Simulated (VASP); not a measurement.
## 1T-CaI2 monolayer and its bilayer

Aim: relax 1T-CaI2 monolayer, place its levels against the vacuum, then find how two sheets stack and bind.

Calculated with VASP 6.6.1; optB86b-vdW; plane waves and PAW (Ca_pv, I), in the first sound run; inputs show where later runs differ.

**1. The starting structure**

The cell holds 3 atoms: 1 Ca and 2 I. Cell: a = 4.540 Å, b = 4.540 Å, c = 22.000 Å, α = 90.0°, β = 90.0°, γ = 120.0°. Vacuum lies along c.

Coordinates:

```cif
data_structure
_symmetry_space_group_name_H-M 'P 1'
_symmetry_Int_Tables_number 1
_cell_length_a 4.5400
_cell_length_b 4.5400
_cell_length_c 22.0000
_cell_angle_alpha 90.000
_cell_angle_beta 90.000
_cell_angle_gamma 120.000
_cell_volume 392.70
loop_
_atom_site_label
_atom_site_type_symbol
_atom_site_fract_x
_atom_site_fract_y
_atom_site_fract_z
_atom_site_occupancy
Ca1 Ca 0.00000 0.00000 0.50000 1
I2 I 0.33333 0.66667 0.41818 1
I3 I 0.66667 0.33333 0.58182 1
```

**2. Relaxing the monolayer**

The sheet's cell relaxes in its plane with the atoms, while the vacuum is kept.

Contents of INCAR:

```
SYSTEM = CaI2
PREC = Normal
ENCUT = 350
EDIFF = 1E-06
NELM = 120
ISMEAR = 0
SIGMA = 0.03
LREAL = .FALSE.
ALGO = Normal
GGA = MK
AGGAC = 0
LUSE_VDW = .TRUE.
PARAM1 = 0.1234
PARAM2 = 1
LASPH = .TRUE.
NBANDS = 17
LORBIT = 11
LWAVE = .FALSE.
LCHARG = .FALSE.
KPAR = 4
IBRION = 2
NSW = 50
ISIF = 3
EDIFFG = -0.015
POTIM = 0.4
IDIPOL = 3
LDIPOL = .TRUE.
DIPOL = 0.5 0.5 0.5
LATTICE_CONSTRAINTS = .TRUE. .TRUE. .FALSE.
```

Contents of POSCAR:

```
CaI2
1.0
    4.5400000000      0.0000000000      0.0000000000
   -2.2700000000      3.9317553332      0.0000000000
    0.0000000000      0.0000000000     22.0000000000
Ca I
1 2
Direct
    0.0000000000      0.0000000000      0.5000000000
    0.3333333333      0.6666666667      0.4181818182
    0.6666666667      0.3333333333      0.5818181818
```

Contents of KPOINTS:

```
Automatic mesh
0
Gamma
9 9 1
0 0 0
```

PAW data sets: Ca_pv and I (PBE family, release 64).

Started as:

```bash
mpirun -np 4 vasp_std
```

Output:

```text
[banner, memory and clock lines left out]
running    4 mpi-ranks, on    1 nodes
 distrk:  each k-point on    1 cores,    4 groups
 distr:  one band on    1 cores,    1 groups

 POSCAR found type information on POSCAR CaI
 POSCAR found :  2 types and       3 ions
|                                                                             |
|               ----> ADVICE to this user running VASP <----                  |
|                                                                             |
|     You have switched on vdW-DFT.                                           |
|     This routine was written and supplied by Jiri Klimes. We recommend      |
|     that you carefully read and cite the following publications:            |
|       J. Klimes, D.R. Bowler, A. Michelides                                 |
|          J. Phys.: Cond Matt. 22 022201 (2010)                              |
|       J. Klimes, D.R. Bowler, A. Michelides                                 |
|          Phys. Rev. B. 83, 195131 (2011)                                    |
|     and references therein.                                                 |
|                                                                             |

|                                                                             |
|               ----> ADVICE to this user running VASP <----                  |
|                                                                             |
|     You enforced a specific xc type in the INCAR file but a different       |
|     [... a line on the potential file left out ...]
|     I HOPE YOU KNOW WHAT YOU ARE DOING!                                     |
|                                                                             |

 LDA part: xc-table for (Slater+PW92), standard interpolation
 POSCAR, INCAR and KPOINTS ok, starting setup
 FFT: planning ... GRIDC
 FFT: planning ... GRID_SOFT
 FFT: planning ... GRID
 WAVECAR not read
 entering main loop
       N       E                     dE             d eps       ncg     rms          rms(c)
DAV:   1     0.160338033598E+03    0.16034E+03   -0.64099E+03   440   0.745E+02
DAV:   2     0.239378984842E+02   -0.13640E+03   -0.13163E+03   541   0.192E+02
DAV:   3    -0.215555122890E+01   -0.26093E+02   -0.25236E+02   496   0.895E+01
DAV:   4    -0.378168237298E+01   -0.16261E+01   -0.16241E+01   607   0.272E+01
DAV:   5    -0.383240543770E+01   -0.50723E-01   -0.50716E-01   663   0.452E+00    0.324E+00
DAV:   6    -0.380423510509E+01    0.28170E-01   -0.11506E-01   600   0.183E+00    0.181E+00
DAV:   7    -0.381826302887E+01   -0.14028E-01   -0.12485E-01   592   0.201E+00    0.563E-01
DAV:   8    -0.382302161240E+01   -0.47586E-02   -0.12508E-02   616   0.821E-01    0.166E-01
DAV:   9    -0.382239228715E+01    0.62933E-03   -0.83494E-04   560   0.270E-01    0.125E-01
DAV:  10    -0.382157028216E+01    0.82200E-03   -0.84605E-04   600   0.168E-01    0.101E-01
DAV:  11    -0.382162148716E+01   -0.51205E-04   -0.10079E-04   531   0.761E-02    0.398E-02
DAV:  12    -0.382146995674E+01    0.15153E-03   -0.18908E-05   622   0.247E-02    0.112E-02
DAV:  13    -0.382139447971E+01    0.75477E-04   -0.62847E-05   434   0.368E-02    0.143E-02
DAV:  14    -0.382140061125E+01   -0.61315E-05   -0.26272E-06   541   0.105E-02    0.122E-02
DAV:  15    -0.382153334508E+01   -0.13273E-03   -0.72287E-05   546   0.306E-02    0.226E-03
DAV:  16    -0.382156178369E+01   -0.28439E-04   -0.46075E-06   582   0.757E-03    0.102E-03
DAV:  17    -0.382157565527E+01   -0.13872E-04   -0.99746E-07   465   0.492E-03    0.584E-04
DAV:  18    -0.382157538405E+01    0.27122E-06   -0.12329E-07   469   0.169E-03
   1 F= -.38215754E+01 E0= -.38215754E+01  d E =-.382158E+01
 curvature:   0.00 expect dE= 0.000E+00 dE for cont linesearch  0.000E+00
 trial: gam= 0.00000 g(F)=  0.344E-02 g(S)=  0.251E-01 ort = 0.000E+00 (trialstep = 0.100E+01)
 search vector abs. value=  0.285E-01
 bond charge predicted
       N       E                     dE             d eps       ncg     rms          rms(c)
DAV:   1    -0.390773643861E+01   -0.86161E-01   -0.19893E+00   507   0.141E+01    0.128E+00
DAV:   2    -0.385966490913E+01    0.48072E-01   -0.12219E-01   524   0.271E+00    0.691E-01
DAV:   3    -0.384399521764E+01    0.15670E-01   -0.38992E-02   541   0.142E+00    0.263E-01
DAV:   4    -0.384274705139E+01    0.12482E-02   -0.21772E-03   708   0.463E-01    0.230E-01
DAV:   5    -0.384227791439E+01    0.46914E-03   -0.11190E-03   595   0.327E-01    0.580E-02
DAV:   6    -0.384226226258E+01    0.15652E-04   -0.16775E-04   645   0.923E-02    0.148E-02
DAV:   7    -0.384227203434E+01   -0.97718E-05   -0.92016E-06   471   0.263E-02    0.649E-03
DAV:   8    -0.384228698323E+01   -0.14949E-04   -0.20400E-06   403   0.821E-03    0.157E-03
DAV:   9    -0.384230943876E+01   -0.22456E-04   -0.19095E-06   539   0.716E-03    0.157E-03
DAV:  10    -0.384234317798E+01   -0.33739E-04   -0.74119E-06   541   0.826E-03    0.200E-03
DAV:  11    -0.384234742094E+01   -0.42430E-05   -0.21503E-07   490   0.194E-03    0.141E-03
DAV:  12    -0.384235156170E+01   -0.41408E-05   -0.75214E-07   422   0.318E-03    0.449E-04
DAV:  13    -0.384235167952E+01   -0.11782E-06   -0.15821E-07   412   0.178E-03
   2 F= -.38423517E+01 E0= -.38423517E+01  d E =-.207763E-01
 trial-energy change:   -0.020776  1 .order   -0.020537   -0.028519   -0.012556
 step:   1.6832(harm=  1.7865)  dis= 0.01371  next Energy=    -3.846717 (dE=-0.251E-01)
 bond charge predicted
       N       E                     dE             d eps       ncg     rms          rms(c)
DAV:   1    -0.387789255802E+01   -0.35541E-01   -0.94576E-01   514   0.994E+00    0.887E-01
DAV:   2    -0.385526351386E+01    0.22629E-01   -0.58039E-02   516   0.188E+00    0.474E-01
DAV:   3    -0.384784273578E+01    0.74208E-02   -0.18028E-02   542   0.974E-01    0.182E-01
DAV:   4    -0.384722788565E+01    0.61485E-03   -0.10530E-03   708   0.324E-01    0.157E-01
DAV:   5    -0.384700075653E+01    0.22713E-03   -0.54453E-04   595   0.229E-01    0.350E-02
DAV:   6    -0.384699526656E+01    0.54900E-05   -0.73860E-05   645   0.630E-02    0.104E-02
DAV:   7    -0.384700172661E+01   -0.64601E-05   -0.42948E-06   446   0.184E-02    0.364E-03
DAV:   8    -0.384701010390E+01   -0.83773E-05   -0.82916E-07   362   0.572E-03    0.110E-03
DAV:   9    -0.384702494884E+01   -0.14845E-04   -0.17446E-06   514   0.586E-03    0.937E-04
DAV:  10    -0.384703951011E+01   -0.14561E-04   -0.34358E-06   498   0.589E-03    0.902E-04
DAV:  11    -0.384704139529E+01   -0.18852E-05   -0.13978E-07   487   0.169E-03    0.446E-04
DAV:  12    -0.384704255494E+01   -0.11596E-05   -0.25573E-07   379   0.232E-03    0.386E-04
DAV:  13    -0.384704250303E+01    0.51910E-07   -0.49511E-08   396   0.144E-03
   3 F= -.38470425E+01 E0= -.38470425E+01  d E =-.254671E-01
 curvature:  -0.88 expect dE=-0.243E-04 dE for cont linesearch -0.214E-04
 trial: gam=-0.02827 g(F)=  0.117E-04 g(S)=  0.160E-04 ort = 0.834E-03 (trialstep = 0.114E+01)
 search vector abs. value=  0.333E-05
 reached required accuracy - stopping structural energy minimisation
```

Wall time 4.3 min (4 MPI ranks of Intel Xeon 6975P-C (Granite Rapids), shared host); peak memory 2.3 GiB; 16 min of CPU time.

Lines that name or quote the potential files are left out of all logs, and their timing lines are given in words.

OUTCAR, selected parts (step 2):

```text
ion  position               nearest neighbor table
   1  0.000  0.000  0.500-   2 3.18   3 3.18   3 3.18   2 3.18   3 3.18   2 3.18
   2  0.333  0.667  0.418-   1 3.18   1 3.18   1 3.18
   3  0.667  0.333  0.582-   1 3.18   1 3.18   1 3.18

  LATTYP: Found a hexagonal cell.
 ALAT       =     4.5400000000
 C/A-ratio  =     4.8458149780

 Subroutine GETGRP returns: Found 12 space group operations
 (whereof 12 operations were pure point group operations)

The static configuration has the point symmetry D_3d.

 Found     12 irreducible k-points:

   k-points           NKPTS =     12   k-points in BZ     NKDIM =     12   number of bands    NBANDS=     17

   dimension x,y,z NGX =    24 NGY =   24 NGZ =  108
   dimension x,y,z NGXF=    48 NGYF=   48 NGZF=  216

   ENCUT  =  350.0 eV  25.72 Ry    5.07 a.u.   6.93  6.93 33.56*2*pi/ulx,y,z

   NELECT =      22.0000    total number of electrons

 k-points in reciprocal lattice and weights: Automatic mesh
   0.00000000  0.00000000  0.00000000       0.012
   0.11111111  0.00000000  0.00000000       0.074
   0.22222222  0.00000000  0.00000000       0.074
   0.33333333  0.00000000  0.00000000       0.074
   0.44444444  0.00000000  0.00000000       0.074
   0.11111111  0.11111111  0.00000000       0.074
   0.22222222  0.11111111  0.00000000       0.148
   0.33333333  0.11111111  0.00000000       0.148
   0.44444444  0.11111111  0.00000000       0.074
   0.22222222  0.22222222  0.00000000       0.074
   0.33333333  0.22222222  0.00000000       0.148
   0.33333333  0.33333333  0.00000000       0.025

 dipolmoment           0.000000      0.000000      0.000000 electrons x Angstroem

 average (electrostatic) potential at core
       1 -53.6908       2 -98.3315       3 -98.3315

 E-fermi :  -3.9468

 k-point     1 :       0.0000    0.0000    0.0000
  band No.  band energies     occupation
    ...
      7      -4.8011      2.00000
      8      -4.8011      2.00000
      9      -4.6167      2.00000
     10      -4.1579      2.00000
     11      -4.1579      2.00000
     12       0.3805      0.00000
     13       0.4612      0.00000
     14       0.4612      0.00000
     15       0.6299      0.00000
     16       1.3250      0.00000
    ...

 k-point     2 :       0.1111    0.0000    0.0000
  band No.  band energies     occupation
    ...
      7      -5.0920      2.00000
      8      -4.8159      2.00000
      9      -4.4847      2.00000
     10      -4.4783      2.00000
     11      -4.2413      2.00000
     12       0.3151      0.00000
     13       0.5933      0.00000
     14       0.6325      0.00000
     15       0.8268      0.00000
     16       1.1354      0.00000
    ...

 k-point     3 :       0.2222    0.0000    0.0000
  band No.  band energies     occupation
    ...
      7      -5.5064      2.00000
      8      -5.0681      2.00000
      9      -4.8513      2.00000
     10      -4.4879      2.00000
     11      -4.4375      2.00000
     12       0.0466      0.00000
     13       0.8380      0.00000
     14       0.9026      0.00000
     15       1.1109      0.00000
     16       1.6406      0.00000
    ...

Total vdW correction in eV:      5.0552326

  Total       -0.0249334     -0.0249334     -0.0620554      0.0000000      0.0000000     -0.0000000
  in kB       -0.1062178     -0.1062178     -0.2643598      0.0000000      0.0000000     -0.0000000
  external PRESSURE =      -0.1589318 kB  Pullay stress =       0.0000000 kB

  energy-cutoff  :      350.00
  volume of cell :      376.09
      direct lattice vectors                 reciprocal lattice vectors
     4.442942677 -0.000000000  0.000000000     0.225076053  0.129947720  0.000000000
    -2.221471338  3.847701226  0.000000000     0.000000000  0.259895439  0.000000000
     0.000000000  0.000000000 22.000000000     0.000000000  0.000000000  0.045454545

 POSITION                                       TOTAL-FORCE (eV/Angst)
 -----------------------------------------------------------------------------------
     -2.22147      3.84770     11.00000        -0.000000      0.000000      0.000000
     -0.00000      2.56513      9.21371         0.000000      0.000000      0.012309
      2.22147      1.28257     12.78629        -0.000000     -0.000000     -0.012309
 -----------------------------------------------------------------------------------
    total drift:                               -0.000000      0.000000      0.000000

  FREE ENERGIE OF THE ION-ELECTRON SYSTEM (eV)
  ---------------------------------------------------
  free  energy   TOTEN  =        -3.8470425030 eV

  energy  without entropy=       -3.8470425030  energy(sigma->0) =       -3.84704250

Total vdW correction in eV:      5.0552379

 reached required accuracy - stopping structural energy minimisation

 vacuum level on the upper side and lower side of the slab         2.522         2.522

 total charge
# of ion       s       p       d       tot
------------------------------------------
    1        0.182   6.152   0.426   6.759
    2        1.503   2.835   0.007   4.344
    3        1.503   2.835   0.007   4.344
--------------------------------------------------
tot          3.188  11.821   0.440  15.448

[... 3 further parts left out ...]
```

The gap is read on the k-mesh alone, so it is an upper bound where the band edges lie off the mesh. The PAW data sets were made with PBE, which is usual practice but a small mismatch for other functionals. The run keeps the 12 symmetry operations of its start, so it cannot find a distortion of lower symmetry.

Step by step:

```tsv
step	energy less that of the first step (eV)	largest force (eV/Å)	pressure (GPa)	volume (Å³)
1	0.0000	0.2111	-0.37	392.70
2	-0.0208	0.0972	-0.17	382.79
3	-0.0255	0.0123	-0.02	376.09
```

```tsv
cell as run	before	after	change
a (Å)	4.540	4.443	-2.1 %
b (Å)	4.540	4.443	-2.1 %
```

The atoms that moved most (Å, along periodic axes as changes of fractional coordinates times the final cell, across vacuum about the mean position):

```tsv
atom	dx	dy	dz	length
I2	0.000	0.000	0.014	0.014
I3	0.000	0.000	-0.014	0.014
```

The relaxed structure:

```
Ca I
1.0
     4.44294    0.00000    0.00000
    -2.22147    3.84770    0.00000
     0.00000    0.00000   22.00000
Ca I
1 2
Direct
  0.00000 0.00000 0.50000
  0.33333 0.66667 0.41881
  0.66667 0.33333 0.58119
```

Numbers from this step:

```yaml
electronic_steps: 44
electrons: 22
free_energy_toten: -3.847 eV
fermi_energy: -3.947 eV
metallic: no
dipole_moment: 0, 0, 0 e·Å
gap_on_the_k_mesh: 3.811 eV
least_direct_gap_on_the_k_mesh: 4.435 eV
```

The run ended after 3 ionic steps, 0.025 eV below its first step, once forces and stress met EDIFFG = -0.015.

[end of part 1 of 6]

[Lines on the potential files, build, host, timing and source positions are cut from VASP's logs without a mark.]

[Logs are printed without paths, hosts, clocks, repeated set-up lines and the standing remarks that a program may print on its own settings, such as how far it seeks lower states.]

[Hosts, paths, dates, database ids (printed as entryN), source tags and the programs' standing remarks are cut or masked in the printed files.]

[Runs that stopped without an error message from VASP are left out.]
